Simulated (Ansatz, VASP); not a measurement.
**Al2Si13O29 (amorphous 93SiO2-7Al2O3 (mol %)): VASP beside Ansatz**

Wanted: the spread between two codes on one cell, functional and k mesh. The structure shown is the start of the Ansatz relaxation below; VASP solves that cell, so the two are compared at the walk's first step.

Method: plane waves, with VASP 6.6.1 beside it; single point at PBE, in Ansatz 0.2.0.

**1. Starting point**

The cell holds 88 atoms: 26 Si, 4 Al and 58 O. Cell: a = 10.886 Å, b = 10.886 Å, c = 10.886 Å, α = 90.0°, β = 90.0°, γ = 90.0°. As first built, before any earlier steps moved the atoms (in the runner's words): 88 atoms (26 Si, 4 Al, 58 O) placed at random at 2.27 g/cm^3, melted at 5000 K for 10 ps at fixed volume with the Morse and Coulomb pair potential with partial charges (Pedone, Malavasi, Menziani, Cormack and Segre, J. Phys. Chem. B 110, 11780 (2006)). Quenched from 5000 K to 300 K at 50 K/ps and fixed volume, held 5 ps, then minimised at fixed cell.

**2. Ansatz: relaxation, PBE**

Ansatz runs on its default PAW (the set named soft_2) files.

The two programs are compared at the cell with which this relaxation starts, whose forces are those of its first step.

Input file input.yaml:

```yaml
crystal:
  lattice:
    - [10.8863, 0.0, 0.0]
    - [0.0, 10.8863, 0.0]
    - [0.0, 0.0, 10.8863]
  atoms:
    - { symbol: Si, position: [0.23932, 0.82348, 0.25283] }
    - { symbol: Si, position: [0.54615, 0.68464, 0.64479] }
    - { symbol: Si, position: [0.15627, 0.06762, 0.35486] }
    - { symbol: Si, position: [0.06982, 0.8944, 0.56478] }
    - { symbol: Si, position: [0.87796, 0.04036, 0.72313] }
    - { symbol: Si, position: [0.19536, 0.51997, 0.83686] }
    - { symbol: Si, position: [0.87834, 0.73168, 0.11974] }
    - { symbol: Si, position: [0.62736, 0.93423, 0.76265] }
    - { symbol: Si, position: [0.86604, 0.32173, 0.64275] }
    - { symbol: Si, position: [0.46728, 0.54899, 0.87746] }
    - { symbol: Si, position: [0.09559, 0.21044, 0.11795] }
    - { symbol: Si, position: [0.35526, 0.1764, 0.00299] }
    - { symbol: Si, position: [0.71355, 0.50987, 0.49632] }
    - { symbol: Si, position: [0.93273, 0.00823, 0.01584] }
    - { symbol: Si, position: [0.4819, 0.44048, 0.32775] }
    - { symbol: Si, position: [0.67308, 0.34931, 0.846] }
    - { symbol: Si, position: [0.47024, 0.16279, 0.74228] }
    - { symbol: Si, position: [0.35054, 0.22599, 0.48106] }
    - { symbol: Si, position: [0.20522, 0.55157, 0.31842] }
    - { symbol: Si, position: [0.04053, 0.47938, 0.08083] }
    - { symbol: Si, position: [0.13714, 0.41054, 0.56847] }
    - { symbol: Si, position: [0.59836, 0.30217, 0.11544] }
    - { symbol: Si, position: [0.36239, 0.8835, 0.0128] }
    - { symbol: Si, position: [0.73831, 0.08411, 0.2312] }
    - { symbol: Si, position: [0.49238, 0.80764, 0.39175] }
    - { symbol: Si, position: [0.88272, 0.73424, 0.41518] }
    - { symbol: Al, position: [0.6477, 0.89057, 0.05282] }
    - { symbol: Al, position: [0.56372, 0.68975, 0.12586] }
    - { symbol: Al, position: [0.25927, 0.78806, 0.75686] }
    - { symbol: Al, position: [0.71186, 0.96415, 0.48196] }
    - { symbol: O, position: [0.13581, 0.4972, 0.19762] }
    - { symbol: O, position: [0.42368, 0.19524, 0.60694] }
    - { symbol: O, position: [0.19333, 0.85381, 0.63326] }
    - { symbol: O, position: [0.67981, 0.32966, 0.99339] }
    - { symbol: O, position: [0.56465, 0.92441, 0.44433] }
    - { symbol: O, position: [0.66506, 0.93246, 0.9037] }
    - { symbol: O, position: [0.23414, 0.23392, 0.06448] }
    - { symbol: O, position: [0.8934, 0.0356, 0.8722] }
    - { symbol: O, position: [0.188, 0.69605, 0.30038] }
    - { symbol: O, position: [0.89435, 0.74888, 0.2663] }
    - { symbol: O, position: [0.59758, 0.23526, 0.78166] }
    - { symbol: O, position: [0.82371, 0.59718, 0.44241] }
    - { symbol: O, position: [0.49782, 0.83399, 0.05371] }
    - { symbol: O, position: [0.54373, 0.41508, 0.19449] }
    - { symbol: O, position: [0.59764, 0.48608, 0.40756] }
    - { symbol: O, position: [0.72611, 0.74101, 0.08934] }
    - { symbol: O, position: [0.22875, 0.30189, 0.52767] }
    - { symbol: O, position: [0.37351, 0.18855, 0.85327] }
    - { symbol: O, position: [0.6067, 0.80229, 0.70795] }
    - { symbol: O, position: [0.78397, 0.82839, 0.46634] }
    - { symbol: O, position: [0.77023, 0.06254, 0.37186] }
    - { symbol: O, position: [0.99763, 0.37047, 0.59752] }
    - { symbol: O, position: [0.80115, 0.36513, 0.77521] }
    - { symbol: O, position: [0.76929, 0.38181, 0.54608] }
    - { symbol: O, position: [0.36323, 0.84301, 0.33245] }
    - { symbol: O, position: [0.10257, 0.17149, 0.26249] }
    - { symbol: O, position: [0.4523, 0.64042, 0.75322] }
    - { symbol: O, position: [0.73895, 0.9923, 0.67389] }
    - { symbol: O, position: [0.88116, 0.17568, 0.66654] }
    - { symbol: O, position: [0.57481, 0.45896, 0.83513] }
    - { symbol: O, position: [0.33403, 0.49007, 0.88669] }
    - { symbol: O, position: [0.35696, 0.02973, 0.03114] }
    - { symbol: O, position: [0.43163, 0.31495, 0.39389] }
    - { symbol: O, position: [0.84441, 0.06476, 0.12349] }
    - { symbol: O, position: [0.50896, 0.60541, 0.00494] }
    - { symbol: O, position: [0.1621, 0.94472, 0.27148] }
    - { symbol: O, position: [0.51256, 0.02172, 0.74568] }
    - { symbol: O, position: [0.08895, 0.01287, 0.47461] }
    - { symbol: O, position: [0.97351, 0.94658, 0.66632] }
    - { symbol: O, position: [0.28922, 0.1177, 0.40176] }
    - { symbol: O, position: [0.05294, 0.08899, 0.04011] }
    - { symbol: O, position: [0.15103, 0.50278, 0.44876] }
    - { symbol: O, position: [0.27306, 0.8154, 0.10893] }
    - { symbol: O, position: [0.18788, 0.66391, 0.81034] }
    - { symbol: O, position: [0.01111, 0.33129, 0.09722] }
    - { symbol: O, position: [0.4779, 0.2333, 0.06167] }
    - { symbol: O, position: [0.65165, 0.97612, 0.18012] }
    - { symbol: O, position: [0.92751, 0.85805, 0.04759] }
    - { symbol: O, position: [0.35426, 0.51966, 0.31589] }
    - { symbol: O, position: [0.64901, 0.58669, 0.60774] }
    - { symbol: O, position: [0.33279, 0.85384, 0.87418] }
    - { symbol: O, position: [0.47776, 0.72338, 0.51905] }
    - { symbol: O, position: [0.00576, 0.78218, 0.48859] }
    - { symbol: O, position: [0.67343, 0.2137, 0.20478] }
    - { symbol: O, position: [0.18153, 0.45934, 0.70226] }
    - { symbol: O, position: [0.10255, 0.48684, 0.94634] }
    - { symbol: O, position: [0.94169, 0.59781, 0.08905] }
    - { symbol: O, position: [0.55293, 0.724, 0.28046] }
kpoints:
  mp_grid: { grid: [1, 1, 1] }
hamiltonian:
  xc: pbe
scf:
  occupations: { method: fermi_dirac, width: 0.025 }
output:
  forces: true
relax:
  f_tol: 0.04
  max_steps: 250
  cell: {}
```

Command:

```console
$ ansatz run input.yaml --threads 4 --pin off --max-ram 8192MiB --backend cpu --events-out ev --progress --plain --runs-dir out
```

Numbers of over 12 decimals in the logs are rounded to 6 here.

Output:

```text
Engine: ansatz 0.2.0, x86_64-unknown-linux-gnu
Pseudopotentials: kind: paw
Pseudopotential: Si, paw, valence charge 4, recommended cutoff 420 eV (normal), Si.paw.azcp
Pseudopotential: Al, paw, valence charge 3, recommended cutoff 420 eV (normal), Al.paw.azcp
Pseudopotential: O, paw, valence charge 6, recommended cutoff 420 eV (normal), O.paw.azcp
Functional definition: PBE
  parameter kappa = 0.804
  parameter beta = 0.066725
  exchange = pbe_x(kappa = kappa, mu = beta*pi^2/3)
  correlation = pbe_c(beta = beta)
Crystal: 88 atoms, lattice volume = 1290.152 Å³
Basis set: ecut = 420 eV, 25269 PW (Γ), exchange–correlation on 150×150×150 points (8 copies of the dense FFT grid, shifted against one another)
Bands: 320, of which v1, the nominal top of the filled ones, is band 232 counted from 1 (231 counted from 0)
Symmetry: 1 space group operations
Space group: P1 (ITA 1), of the structure as read, at distance tolerance 1.1e-4 Å
k-points: 1
Non-local potential: Si, projectors of the file, l = 0: 2, l = 1: 2, l = 2: 2
Non-local potential: Al, projectors of the file, l = 0: 2, l = 1: 2, l = 2: 1
Non-local potential: O, projectors of the file, l = 0: 2, l = 1: 2, l = 2: 1
PAW form: soft (Blöchl's): semilocal exchange-correlation on the pseudo side does not see the compensation charge
PAW one-centre angular grid: Si, 110 points (default); XC on 64 Gauss nodes
PAW one-centre angular grid: Al, 110 points (default); XC on 64 Gauss nodes
PAW one-centre angular grid: O, 110 points (default); XC on 64 Gauss nodes
Initial density: superposition of atomic densities (neutral atoms: chi_scale 0, normalization atom), corrected by the library's trained network
Initial wavefunctions: pseudopotential atomic-orbital guess
Functional: x = pbe(κ = 0.804, μ = 0.219515), c = pbe(β = 0.066725)
SCF iter   1: F=—  HF=-51683.579761 eV  |F-HF|=—  |Δ(HF+E_count)|=         —  Δρ=1.92e-3  dr2=4.88e-2  ethr=1.77e-3  ⟨swp⟩=6.0  Hψ=1538  notcnv=0  defer=48
preconditioner: auto → Resta (q_TF=auto, 2.301 Å⁻¹)  ε∞=2.9  [insulator: Δε(μ)=4.023 eV  Ē_g=16.108 eV  σ=0.025 eV  W_gap=1.00  n_scr=250 (ndim 8)  ℏωp=22.3 eV  f_vac=0.220  D(μ)=0.00/eV (n_scr^D=0)  ε∞_Penn≈2.9]
SCF iter   2: F=—  HF=-51683.587243 eV  |F-HF|=—  |Δ(HF+E_count)|=   7.48e-3  Δρ=9.45e-4  dr2=1.11e-2  ethr=1.05e-5  ⟨swp⟩=2.0  Hψ=544  notcnv=0  defer=83
SCF iter   3: F=—  HF=-51683.591205 eV  |F-HF|=—  |Δ(HF+E_count)|=   3.96e-3  Δρ=3.76e-4  dr2=2.50e-3  ethr=2.39e-6  ⟨swp⟩=2.0  Hψ=416  notcnv=0  defer=83
SCF iter   4: F=—  HF=-51683.591437 eV  |F-HF|=—  |Δ(HF+E_count)|=   2.32e-4  Δρ=1.10e-4  dr2=2.04e-4  ethr=5.39e-7  ⟨swp⟩=2.0  Hψ=405  notcnv=0  defer=83
SCF iter   5: F=—  HF=-51683.591463 eV  |F-HF|=—  |Δ(HF+E_count)|=   2.58e-5  Δρ=6.21e-5  dr2=4.04e-5  ethr=4.39e-8  ⟨swp⟩=2.0  Hψ=419  notcnv=0  defer=83
SCF iter   6: F=—  HF=-51683.590467 eV  |F-HF|=—  |Δ(HF+E_count)|=   9.96e-4  Δρ=1.99e-5  dr2=4.30e-6  ethr=8.71e-9  ⟨swp⟩=2.0  Hψ=469  notcnv=0  defer=83
SCF iter   7: F=—  HF=-51683.590466 eV  |F-HF|=—  |Δ(HF+E_count)|=   6.81e-7  Δρ=5.57e-6  dr2=4.82e-7  ethr=9.26e-10  ⟨swp⟩=2.0  Hψ=419  notcnv=0  defer=83
SCF iter   8: F=—  HF=-51683.590466 eV  |F-HF|=—  |Δ(HF+E_count)|=   1.17e-7  Δρ=4.51e-6  dr2=2.03e-7  ethr=2.16e-11  ⟨swp⟩=4.0  Hψ=967  notcnv=0
SCF iter   9: F=-51683.590466 eV  HF=-51683.590466 eV  |F-HF|=1.36e-8  |Δ(HF+E_count)|=   7.70e-8  Δρ=8.35e-7  dr2=9.90e-9  ethr=2.16e-11  ⟨swp⟩=4.0  Hψ=967  notcnv=0
SCF 1 converged in 9 iterations: F = -51683.590466 eV  dr2 = 9.90e-9
  greatest PAW one-centre occupation: 0.865 electrons in one spin orbital (limit 2), on the O atom at site 76 (counted from 0), in its partial waves of l = 0
relax step   1: F+E_penalty+E_count = -51683.59046625 eV  Δ(F+E_penalty+E_count) = +0.000e0 eV  max|allowed force component| = 2.207e0 eV/Å  Δτ_max = 0.0000 Å  P = +2.064 GPa  Ω = 1290.152 Å³  (9 SCF iters, dr2 threshold 1.00e-7 eV, accepted)
Crystal: 88 atoms, lattice volume = 1292.637 Å³
Basis set: ecut = 420 eV, 25267 PW (Γ), exchange–correlation on 150×150×150 points (8 copies of the dense FFT grid, shifted against one another)
Initial density: handed on by an earlier stage of this run
Initial wavefunctions: those handed on with the density
iter 1 solved again at ethr=5.69e-5 eV; its pass at ethr=3.10e-3 eV (dr2=2.64e-1 eV) is discarded
SCF iter   1: F=—  HF=-51685.152044 eV  |F-HF|=—  |Δ(HF+E_count)|=         —  Δρ=5.23e-3  dr2=2.60e-1  ethr=5.69e-5  ⟨swp⟩=8.0  Hψ=1603  notcnv=0  defer=1
preconditioner: auto → Resta (q_TF=auto, 2.300 Å⁻¹)  ε∞=2.9  [insulator: Δε(μ)=4.218 eV  Ē_g=16.102 eV  σ=0.025 eV  W_gap=1.00  n_scr=254 (ndim 8)  ℏωp=22.2 eV  f_vac=0.221  D(μ)=0.00/eV (n_scr^D=0)  ε∞_Penn≈2.9]
SCF iter   2: F=—  HF=-51685.098152 eV  |F-HF|=—  |Δ(HF+E_count)|=   5.39e-2  Δρ=2.66e-3  dr2=6.47e-2  ethr=5.61e-5  ⟨swp⟩=3.0  Hψ=539  notcnv=0  defer=83
[...]
atom  72  O      0.00069678     0.00168606     0.00149924
  atom  73  O      0.00238170    -0.00231859    -0.00272527
  atom  74  O      0.00195150    -0.00054343    -0.00091452
  atom  75  O     -0.00346937    -0.00277529    -0.00147275
  atom  76  O     -0.00138399     0.00318442     0.00844424
  atom  77  O      0.00852259     0.01011863     0.00643576
  atom  78  O     -0.00189108     0.00869508    -0.00574089
  atom  79  O      0.00371172    -0.00501387    -0.00603090
  atom  80  O      0.00265598    -0.00171452     0.00120976
  atom  81  O     -0.00534627    -0.00524040    -0.00740924
  atom  82  O     -0.00714994     0.00475844     0.00449867
  atom  83  O      0.00138311     0.00361793     0.00411525
  atom  84  O      0.00199224    -0.00007154     0.00111297
  atom  85  O     -0.00131414     0.00233059     0.00017142
  atom  86  O      0.00146824    -0.00375522    -0.00112198
  atom  87  O      0.00086550    -0.00228439    -0.00403965
  atom  88  O      0.00004769     0.00472288     0.00299751
  max |Σ_I F_I| component: 3.32e-5 eV/Å
--- Stress (GPa, compression-positive) ---
       -0.002244       0.003461      -0.005688
        0.003454      -0.014124       0.003942
       -0.005692       0.003949      -0.016731
  P = ⅓ Tr σ = -0.0110 GPa (-0.110 kbar)
--- Relaxed structure (8 steps of the walk, 8 accepted, 2 SCFs on fresh bases) ---
  F+E_penalty+E_count = -51687.49603543 eV   max|allowed force component| = 3.385e-2 eV/Å   (the final SCF, on the basis selected at the relaxed cell)
  cell:  # Å, volume = 1240.5776 Å³
    - [10.885295, 0.236917, -0.103703]
    - [0.236917, 10.951321, 0.033227]
    - [-0.103703, 0.033227, 10.412806]
  atoms:
    - { symbol: Si, position: [0.250234, 0.821058, 0.245157] }
    - { symbol: Si, position: [0.558138, 0.692951, 0.648506] }
    - { symbol: Si, position: [0.154865, 0.056068, 0.350084] }
    - { symbol: Si, position: [0.069360, 0.876447, 0.558232] }
    - { symbol: Si, position: [0.884937, 0.040133, 0.716516] }
    - { symbol: Si, position: [0.203545, 0.526194, 0.837991] }
    - { symbol: Si, position: [0.884750, 0.738432, 0.116312] }
    - { symbol: Si, position: [0.630605, 0.945576, 0.755934] }
    - { symbol: Si, position: [0.864489, 0.321464, 0.651456] }
    - { symbol: Si, position: [0.472217, 0.550140, 0.873673] }
    - { symbol: Si, position: [0.094201, 0.212302, 0.118147] }
    - { symbol: Si, position: [0.353413, 0.164979, 0.013599] }
    - { symbol: Si, position: [0.709915, 0.507236, 0.499931] }
    - { symbol: Si, position: [0.937673, 0.012782, 0.020103] }
    - { symbol: Si, position: [0.467408, 0.433180, 0.336827] }
    - { symbol: Si, position: [0.659459, 0.339462, 0.844829] }
    - { symbol: Si, position: [0.463643, 0.160699, 0.744902] }
    - { symbol: Si, position: [0.325569, 0.227011, 0.479262] }
    - { symbol: Si, position: [0.201300, 0.561215, 0.325352] }
    - { symbol: Si, position: [0.044288, 0.482655, 0.078575] }
    - { symbol: Si, position: [0.127696, 0.416744, 0.572424] }
    - { symbol: Si, position: [0.588261, 0.297530, 0.123935] }
    - { symbol: Si, position: [0.364289, 0.880678, 0.00689693] }
    - { symbol: Si, position: [0.742746, 0.090749, 0.235345] }
    - { symbol: Si, position: [0.504453, 0.811665, 0.389207] }
    - { symbol: Si, position: [0.874769, 0.721552, 0.423135] }
    - { symbol: Al, position: [0.651246, 0.909661, 0.049462] }
    - { symbol: Al, position: [0.579121, 0.697021, 0.119697] }
    - { symbol: Al, position: [0.277673, 0.771829, 0.746034] }
    - { symbol: Al, position: [0.714837, 0.958716, 0.476477] }
    - { symbol: O, position: [0.142456, 0.501084, 0.196578] }
    - { symbol: O, position: [0.405552, 0.211526, 0.611324] }
    - { symbol: O, position: [0.205572, 0.837845, 0.612315] }
    - { symbol: O, position: [0.669866, 0.334533, 1.000736] }
    - { symbol: O, position: [0.562183, 0.936639, 0.439878] }
    - { symbol: O, position: [0.672287, 0.968069, 0.900599] }
    - { symbol: O, position: [0.234479, 0.239988, 0.071803] }
    - { symbol: O, position: [0.892067, 0.041548, 0.871277] }
    - { symbol: O, position: [0.179734, 0.708015, 0.306446] }
    - { symbol: O, position: [0.899451, 0.747126, 0.270363] }
    - { symbol: O, position: [0.595280, 0.220395, 0.782786] }
    - { symbol: O, position: [0.822553, 0.580772, 0.434148] }
    - { symbol: O, position: [0.508720, 0.835652, 0.045704] }
    - { symbol: O, position: [0.522438, 0.416363, 0.192587] }
    - { symbol: O, position: [0.583547, 0.481326, 0.419881] }
    - { symbol: O, position: [0.732964, 0.756604, 0.078000] }
    - { symbol: O, position: [0.194088, 0.294188, 0.514553] }
    - { symbol: O, position: [0.362392, 0.180643, 0.857225] }
    - { symbol: O, position: [0.624252, 0.802444, 0.723192] }
    - { symbol: O, position: [0.771041, 0.810306, 0.481227] }
    - { symbol: O, position: [0.787358, 0.062950, 0.381691] }
    - { symbol: O, position: [0.989732, 0.391499, 0.622299] }
    - { symbol: O, position: [0.798272, 0.352029, 0.789683] }
    - { symbol: O, position: [0.764490, 0.370764, 0.542089] }
[...]
- { symbol: O, position: [0.337974, 0.868659, 0.857031] }
    - { symbol: O, position: [0.479950, 0.729453, 0.520607] }
    - { symbol: O, position: [0.00325935, 0.755780, 0.498814] }
    - { symbol: O, position: [0.681714, 0.230060, 0.227406] }
    - { symbol: O, position: [0.203442, 0.455958, 0.700063] }
    - { symbol: O, position: [0.102021, 0.479307, 0.936151] }
    - { symbol: O, position: [0.939898, 0.600636, 0.075646] }
    - { symbol: O, position: [0.571324, 0.721088, 0.283325] }
```

(Continued in part 2 of 2.)

[Lines on the potential files, build, host, timing and source positions are cut from VASP's logs without a mark.]

[Logs are printed without paths, hosts, clocks, repeated set-up lines and the standing remarks that a program may print on its own settings, such as how far it seeks lower states.]

[Hosts, paths, dates, database ids (printed as entryN), source tags and the programs' standing remarks are cut or masked in the printed files.]
